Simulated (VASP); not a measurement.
Level of theory: PBEsol GGA, VASP's PBE PAW potentials (set 64) (plane waves; VASP).

VASP ran on this input.

INCAR:
```
SYSTEM = TiC
PREC = Accurate
ENCUT = 400
EDIFF = 1E-6
NELM = 100
ALGO = Normal
LREAL = .FALSE.
LASPH = .TRUE.
ISMEAR = 0
SIGMA = 0.05
GGA = PS
LMAXMIX = 4
LWAVE = .FALSE.
LCHARG = .FALSE.
ISIF = 2
```

**KPOINTS**
```
Automatic
0
G
  11 11 11
```

POSCAR:
```
TiC
1
    0.0000000000     2.1657200000     2.1657200000
    2.1657200000     0.0000000000     2.1657200000
    2.1657200000     2.1657200000     0.0000000000
Ti C
1 1
Direct
 -0.0028130000  -0.0196920000   0.0044470000
  0.5028130000   0.5196920000   0.4955530000
```

POTCAR, in this order: Ti_sv C (PBE.64 set). Program: vasp_std.

What VASP printed:

OSZICAR:
```
       N       E                     dE             d eps       ncg     rms          rms(c)
DAV:   1     0.995679869347E+02    0.99568E+02   -0.71361E+03 16020   0.136E+03
DAV:   2    -0.167180461960E+02   -0.11629E+03   -0.11028E+03 16596   0.347E+02
DAV:   3    -0.247628907441E+02   -0.80448E+01   -0.77261E+01 20572   0.884E+01
DAV:   4    -0.251310519554E+02   -0.36816E+00   -0.36767E+00 20732   0.182E+01
DAV:   5    -0.251430395212E+02   -0.11988E-01   -0.11987E-01 21844   0.291E+00    0.190E+01
DAV:   6    -0.203176082423E+02    0.48254E+01   -0.29819E+01 18988   0.696E+01    0.682E+00
DAV:   7    -0.197737067304E+02    0.54390E+00   -0.41967E+00 18196   0.265E+01    0.499E+00
DAV:   8    -0.197278839540E+02    0.45823E-01   -0.19615E-01 17732   0.622E+00    0.228E+00
DAV:   9    -0.197314467215E+02   -0.35628E-02   -0.89843E-02 18756   0.332E+00    0.840E-01
DAV:  10    -0.197272891127E+02    0.41576E-02   -0.15272E-02 19924   0.194E+00    0.424E-01
DAV:  11    -0.197266318682E+02    0.65724E-03   -0.47126E-03 18416   0.970E-01    0.931E-02
DAV:  12    -0.197265463699E+02    0.85498E-04   -0.42353E-04 17808   0.342E-01    0.271E-02
DAV:  13    -0.197265339620E+02    0.12408E-04   -0.29760E-05 23980   0.798E-02    0.471E-03
DAV:  14    -0.197265337529E+02    0.20915E-06   -0.73428E-07 11216   0.104E-02
   1 F= -.19726534E+02 E0= -.19726360E+02  d E =-.347744E-03
```

OUTCAR:
```
------------------------ aborting loop because EDIFF is reached ----------------------------------------
  FORCE on cell =-STRESS in cart. coord.  units (eV):
  Direction    XX          YY          ZZ          XY          YZ          ZX
  --------------------------------------------------------------------------------------
  Total       -0.8306332     -0.9972372     -0.6570727      0.0090273      0.0156368     -0.1412232
  in kB      -65.5062844    -78.6451864    -51.8187702      0.7119219      1.2331687    -11.1372923
  external PRESSURE =     -65.3234137 kB  Pullay stress =       0.0000000 kB
  volume of cell :       20.32
      direct lattice vectors                 reciprocal lattice vectors
     0.000000000  2.165720000  2.165720000    -0.230870103  0.230870103  0.230870103
     2.165720000  0.000000000  2.165720000     0.230870103 -0.230870103  0.230870103
     2.165720000  2.165720000  0.000000000     0.230870103  0.230870103 -0.230870103
 POSITION                                       TOTAL-FORCE (eV/Angst)
 -----------------------------------------------------------------------------------
      2.13270      2.16926      4.28270         0.588276     -0.061623      0.845450
      2.19874      2.16218      2.21446        -0.588276      0.061623     -0.845450
 -----------------------------------------------------------------------------------
    total drift:                                0.000471     -0.000083      0.000160
  FREE ENERGIE OF THE ION-ELECTRON SYSTEM (eV)
  ---------------------------------------------------
  free  energy   TOTEN  =       -19.7265337529 eV

  energy  without entropy=      -19.7261860091  energy(sigma->0) =      -19.72635988
```
(Selected blocks of OUTCAR.)

At this cut-off the stress carries a Pulay error, which pulls relaxed volumes low.

The structure comes from a computed database's TiC entry; how it stands against other phases isn't given here. The cell was not relaxed at this level, atoms are displaced from their ideal sites.
